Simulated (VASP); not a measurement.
Given:

```
CaB6
1.0
    4.12718     0.00000     0.00000
    0.00000     4.12718     0.00000
    0.00000     0.00000     4.12718
Ca B
1 6
Cartesian
  0.00000   0.00000   0.00000
  3.29592   2.06359   2.06359
  2.06359   0.83126   2.06359
  2.06359   3.29592   2.06359
  0.83126   2.06359   2.06359
  2.06359   2.06359   3.29592
  2.06359   2.06359   0.83126
```

Method: PBEsol GGA, VASP's PBE PAW potentials (set 64) (plane waves; VASP). Numerical set-up: 620 eV cut-off, 6×6×6 Γ-centred mesh, Gaussian smearing of 0.050 eV, potentials Ca_sv B.

Energy and stress use the plane-wave basis of the starting cell.

**Question.** The ions, cell shape and volume at an external pressure of 5.0 GPa are relaxed. Give the cell that the relaxation ends in.

**Answer.** 
```
CaB6
1.0
    4.08684     0.00000     0.00000
    0.00000     4.08684     0.00000
    0.00000     0.00000     4.08684
Ca B
1 6
Cartesian
  0.00000   0.00000   0.00000
  3.26579   2.04342   2.04342
  2.04342   0.82104   2.04342
  2.04342   3.26579   2.04342
  0.82104   2.04342   2.04342
  2.04342   2.04342   3.26579
  2.04342   2.04342   0.82104
```
Space group Pm-3m (221), at a tolerance of 0.03 Å.

**Question.** How do energy and volume change from the first to the last step?

**Answer.** The energy (σ→0) changes by +4.6 meV/atom and the volume by -2.9 %, in 5 ionic steps.

The compound is CaB6 in the cab6 structure. This run relaxes it under an external pressure of 5 GPa. Symmetry was kept, so distortions that lower it aren't found.
